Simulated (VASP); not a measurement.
```xyz
2
Lattice="2.9957 0.0000 0.0000 -1.4978 2.5943 0.0000 0.0000 0.0000 4.8638" Properties=species:S:1:pos:R:3 pbc="T T T"
Ga     0.0000     1.7296     1.2159
Ga     1.4978     0.8648     3.6478
```

Method: PBE GGA, VASP's PBE PAW potentials (set 64) (plane waves; VASP). Run with 300 eV cut-off, 10×10×6 Γ-centred mesh, Gaussian smearing of 0.20 eV, potentials Ga_d.

At this cut-off the stress carries a Pulay error, which pulls relaxed volumes low.

**Question.** Give the stress tensor in GPa (positive for a compressed cell).

**Answer.** 
```
-0.49   0.00   0.00
 0.00  -0.49   0.00
 0.00   0.00   2.40
```
The pressure is its mean diagonal, 0.47 GPa.

The structure was generated: Ga was put into an ordered model structure, which need not be its known phase. The cell was not relaxed at this level.
